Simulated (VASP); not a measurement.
Data:

```yaml
crystal:
  lattice:
    - [0.00000, 2.91167, 2.91167]
    - [2.91167, 0.00000, 2.91167]
    - [2.91167, 2.91167, 0.00000]
  atoms:
    - { symbol: Cd, position: [0.00000, 0.00000, 0.00000] }
    - { symbol: S, position: [0.25000, 0.25000, 0.25000] }
```

Calculation: MS2 meta-GGA, VASP's PBE PAW potentials (set 64) (plane waves; VASP). Run with 520 eV cut-off, 8×8×8 Γ-centred mesh, Gaussian smearing of 0.050 eV, potentials Cd S.

**Question.** Give the stress tensor in GPa (positive for a compressed cell).

**Answer.** 
```
1.98  0.00  0.00
0.00  1.98  0.00
0.00  0.00  1.98
```
The pressure is its mean diagonal, 1.98 GPa.

The compound is CdS in the zinc blende structure, a metastable form; wurtzite is the usual one. This cell is one point of a volume scan, at 0.97 of the reference volume.
